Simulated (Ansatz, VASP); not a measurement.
# Cross-check of LaPb3 between VASP and Ansatz

One calculation is typed for both programs; each brings its own data sets. How far apart do they land? The cell is taken from a series of runs on this material, whose earlier steps may have relaxed, scaled, displaced or heated it; both programs get it as it stands.

Program: Ansatz 0.2.0. Level of theory: plane waves, with VASP 6.6.1 beside it; relaxation of cell and atoms at PBEsol. Results are calculated unless marked as measured.

### Step 1. The starting structure

It takes space group Pm-3m (No. 221, cubic). The conventional cell has a = 4.893 Å, b = 4.893 Å, c = 4.893 Å, α = 90.00°, β = 90.00°, γ = 90.00°. La has 12 Pb at 3.46 Å nearest. Nearest to Pb lie 4 La at 3.46 Å and 8 Pb at 3.46 Å. Farther neighbours are not listed.

### Step 2. Ansatz: relaxation of cell and atoms, PBEsol

Ansatz runs on its default PAW (the set named soft_2) files.

The relaxed volume is the usual yardstick between codes: in a stiff, nearly cubic crystal its relative difference is about their pressure difference at one cell divided by the bulk modulus.

input.yaml reads:

```yaml
crystal:
  lattice:
    - [4.893, 0.0, 0.0]
    - [0.0, 4.893, 0.0]
    - [0.0, 0.0, 4.893]
  atoms:
    - { symbol: La, position: [0.0, 0.0, 0.0] }
    - { symbol: Pb, position: [0.0, 0.5, 0.5] }
    - { symbol: Pb, position: [0.5, 0.0, 0.5] }
    - { symbol: Pb, position: [0.5, 0.5, 0.0] }
kpoints:
  mp_grid: { grid: [6, 6, 6] }
hamiltonian:
  xc: pbesol
scf:
  occupations: { method: gaussian, width: 0.1 }
output:
  forces: true
  stress: true
  eigenvalues: true
relax:
  adjacent_minimum: "off"
  f_tol: 0.005
  max_steps: 80
  cell: { stress_tol: 0.05 }
```

The run is started by

```sh
$ ansatz run input.yaml --threads 8 --pin off --max-ram 16384MiB --backend cpu --events-out ev --progress --plain --runs-dir out
```

Numbers of over 12 decimals in the logs are rounded to 6 here.

What it wrote:

```text
Engine: ansatz 0.2.0, aarch64-unknown-linux-gnu
Pseudopotentials: kind: paw
Pseudopotential: La, paw, valence charge 11, recommended cutoff 420 eV (normal), La.paw.azcp
Pseudopotential: Pb, paw, valence charge 14, recommended cutoff 420 eV (normal), Pb.paw.azcp
Functional definition: PBEsol
  exchange = pbesol_x
  correlation = pbesol_c
Crystal: 4 atoms, lattice volume = 117.146 Å³
Basis set: ecut = 420 eV, 2301 PW (Γ), exchange–correlation on 72×72×72 points (8 copies of the dense FFT grid, shifted against one another)
Bands: 32, of which v1, the nominal top of the filled ones, is band 27 counted from 1 (26 counted from 0)
Symmetry: 48 space group operations
Space group: Pm-3m (ITA 221), of the structure as read, at distance tolerance 4.9e-5 Å
k-points: 20 of 216
Non-local potential: La, projectors of the file, l = 0: 3, l = 1: 2, l = 2: 2, l = 3: 3
Non-local potential: Pb, projectors of the file, l = 0: 2, l = 1: 2, l = 2: 2, l = 3: 2
PAW form: soft (Blöchl's): semilocal exchange-correlation on the pseudo side does not see the compensation charge
PAW frozen core: La, regenerated for the run's functional, and the local potential with it (the file was generated under x = pbe(κ = 0.804, μ = 0.219515), c = pbe(β = 0.066725))
PAW frozen core: Pb, regenerated for the run's functional, and the local potential with it (the file was generated under x = pbe(κ = 0.804, μ = 0.219515), c = pbe(β = 0.066725))
PAW one-centre angular grid: La, 590 points (default); XC on 64 Gauss nodes
PAW one-centre angular grid: Pb, 590 points (default); XC on 64 Gauss nodes
Initial density: superposition of atomic densities (neutral atoms: chi_scale 0, normalization atom), corrected by the library's trained network
Initial wavefunctions: pseudopotential atomic-orbital guess
Functional: x = pbesol(κ = 0.804, μ = 0.123457), c = pbesol(β = 0.046)
SCF iter   1: F=—  HF=-41428.055789 eV  |F-HF|=—  |Δ(HF+E_count)|=         —  Δρ=3.52e-3  dr2=3.19e-2  ethr=1.77e-3  ⟨swp⟩=6.0  Hψ=2611  notcnv=0
preconditioner: auto → Resta (q_TF=auto, 2.390 Å⁻¹)  ε∞=3.8  [insulator: Δε(μ)=0.134 eV  Ē_g=14.591 eV  σ=0.100 eV  W_gap=0.65  n_scr=26 (ndim 8)  ℏωp=24.5 eV  f_vac=0.000  D(μ)=1.86/eV (n_scr^D=6)  ε∞_Penn≈3.8]
SCF iter   2: F=—  HF=-41428.051017 eV  |F-HF|=—  |Δ(HF+E_count)|=   4.77e-3  Δρ=1.36e-3  dr2=2.32e-3  ethr=6.01e-5  ⟨swp⟩=2.5  Hψ=1105  notcnv=0  defer=11
SCF iter   3: F=—  HF=-41428.050561 eV  |F-HF|=—  |Δ(HF+E_count)|=   4.56e-4  Δρ=4.31e-4  dr2=2.56e-4  ethr=4.37e-6  ⟨swp⟩=2.6  Hψ=1161  notcnv=0  defer=11
SCF iter   4: F=—  HF=-41428.050517 eV  |F-HF|=—  |Δ(HF+E_count)|=   4.35e-5  Δρ=1.11e-4  dr2=1.54e-5  ethr=4.82e-7  ⟨swp⟩=2.2  Hψ=922  notcnv=0  defer=11
SCF iter   5: F=—  HF=-41428.050512 eV  |F-HF|=—  |Δ(HF+E_count)|=   5.07e-6  Δρ=2.01e-5  dr2=5.11e-7  ethr=2.90e-8  ⟨swp⟩=2.1  Hψ=777  notcnv=0  defer=11
SCF iter   6: F=-41428.050512 eV  HF=-41428.050512 eV  |F-HF|=9.60e-10  |Δ(HF+E_count)|=   1.88e-8  Δρ=2.72e-6  dr2=6.85e-9  ethr=1.89e-10  ⟨swp⟩=9.9  Hψ=3285  notcnv=0
SCF 1 converged in 6 iterations: F = -41428.050512 eV  dr2 = 6.85e-9
  greatest PAW one-centre occupation: 0.978 electrons in one spin orbital (limit 2), on the Pb atom at site 2 (counted from 0), in its partial waves of l = 2
relax step   1: F+E_penalty+E_count = -41428.05051207 eV  Δ(F+E_penalty+E_count) = +0.000e0 eV  max|allowed force component| = 8.296e-29 eV/Å  Δτ_max = 0.0000 Å  P = -0.403 GPa  Ω = 117.146 Å³  (6 SCF iters, dr2 threshold 1.00e-7 eV, accepted)
[...]
relax step   2: F+E_penalty+E_count = -41428.05150538 eV  Δ(F+E_penalty+E_count) = -9.933e-4 eV  max|allowed force component| = 3.785e-29 eV/Å  Δτ_max = 0.0000 Å  P = +0.183 GPa  Ω = 115.907 Å³  energy of the carried Pulay correction = +1.187e-4 eV  (4 SCF iters, dr2 threshold 4.00e-7 eV, accepted)
[...]
relax step   3: F+E_penalty+E_count = -41428.05168353 eV  Δ(F+E_penalty+E_count) = -1.782e-4 eV  max|allowed force component| = 1.748e-28 eV/Å  Δτ_max = 0.0000 Å  P = -0.002 GPa  Ω = 116.290 Å³  energy of the carried Pulay correction = +8.182e-5 eV  (4 SCF iters, dr2 threshold 8.35e-8 eV, accepted)
[...]
relax step   4: F+E_penalty+E_count = -41428.05160586 eV  Δ(F+E_penalty+E_count) = +7.767e-5 eV  max|allowed force component| = 2.732e-28 eV/Å  Δτ_max = 0.0000 Å  P = -0.003 GPa  Ω = 116.290 Å³  stress off target by 2.67e-3 GPa  SCF on the basis re-selected at this cell (its energy is not comparable with the rows above)  (5 SCF iters)
basis re-selected at this cell: Δ(F+E_penalty+E_count) = +7.767e-5 eV, ΔP = -0.000 GPa vs the last step (what re-selecting the basis moved, of the pressure what is left beyond the Pulay correction that the steps carried, after the strain that the cell walked since its last selection, with what the two solves' SCF thresholds leave and, on support functions, any second-order correction that the steps lacked; it is no m [...]
SCF converged after 5 iterations
Free energy (F): -41428.051606 eV
Harris-Foulkes:  -41428.051606 eV  (|F-HF|=0.00e0)
Internal energy: -41428.042711 eV  (E = F + TS)
E sigma→0 (E₀):  -41428.047159 eV
Entropy (-TS):   -0.008895 eV (-2.224 meV/atom)
Fermi energy:    12.273342 eV
--- Per-component energies (eV) ---
  E_band       = -89.720072
  E_kinetic    = 1065.344258
  E_local      = -3274.500719  (includes V_loc(G=0)·N_el)
  E_nonlocal   = 1152.931150
  E_hartree    = 1297.045052
  E_xc         = -795.953197
  E_vxc        = -546.737255  (∫ρ·V_xc dr)
  E_paw        = -36101.564582  (= ΣΔE_a)
  E_vpaw       = -1080.847723  (= ΣTr[D̂ρ^β])
  E_aug_tail   = 0.000135  (compensation charges beyond the density's cutoff)
  E_ewald      = -4771.700668
  E_core_change = 0.355859  (= ΣΔE_core)
  E_smearing   = -0.008895  (= −TS)
  E_closure    = 0.000000  (closes the sum)
  Σ components = -41428.051606   (vs F -41428.051606, Δ=0.00e0)
--- Forces (eV/Å), atoms counted from 1 ---
  atom   1  La    -0.00000000    -0.00000000    -0.00000000
  atom   2  Pb     0.00000000     0.00000000    -0.00000000
  atom   3  Pb     0.00000000     0.00000000    -0.00000000
  atom   4  Pb    -0.00000000    -0.00000000     0.00000000
  max |Σ_I F_I| component: 3.21e-28 eV/Å
--- Stress (GPa, compression-positive) ---
       -0.002666       0.000000       0.000000
        0.000000      -0.002666       0.000000
        0.000000       0.000000      -0.002666
  P = ⅓ Tr σ = -0.0027 GPa (-0.027 kbar)
--- Band table (eV; the first three rows and the last of 20) ---
  k-point 0: bands = [... 23 lower, 9.8038, 9.8038, 13.0144, 13.0144, 13.0144, 13.7967, 13.7967, 13.9505, ... 1 higher]
  k-point 1: bands = [... 23 lower, 9.8212, 10.1913, 11.9618, 12.6048, 12.6048, 13.8943, 13.9485, 13.9756, ... 1 higher]
  k-point 2: bands = [... 23 lower, 9.8091, 10.8663, 11.1245, 12.3196, 12.3196, 13.7930, 13.9470, 13.9936, ... 1 higher]
  k-point 19: bands = [... 23 lower, 9.6203, 9.6203, 9.6203, 13.8405, 13.8405, 13.8405, 13.9519, 13.9519, ... 1 higher]
--- Relaxed structure (3 steps of the walk, 3 accepted, 1 SCFs on fresh bases) ---
  F+E_penalty+E_count = -41428.05160586 eV   max|allowed force component| = 2.732e-28 eV/Å   (the final SCF, on the basis selected at the relaxed cell)
  cell:  # Å, volume = 116.2905 Å³
    - [4.881067, 0, 0]
    - [0, 4.881067, 0.0]
    - [0, 0.0, 4.881067]
  atoms:
    - { symbol: La, position: [0, 0, 0] }
    - { symbol: Pb, position: [0, 0.500000, 0.500000] }
    - { symbol: Pb, position: [0.500000, 0, 0.500000] }
    - { symbol: Pb, position: [0.500000, 0.500000, 0] }
```

(Part 1 of 2 ends here.)

[Lines on the potential files, build, host, timing and source positions are cut from VASP's logs without a mark.]

[Logs are printed without paths, hosts, clocks, repeated set-up lines and the standing remarks that a program may print on its own settings, such as how far it seeks lower states.]

[Hosts, paths, dates, database ids (printed as entryN), source tags and the programs' standing remarks are cut or masked in the printed files.]
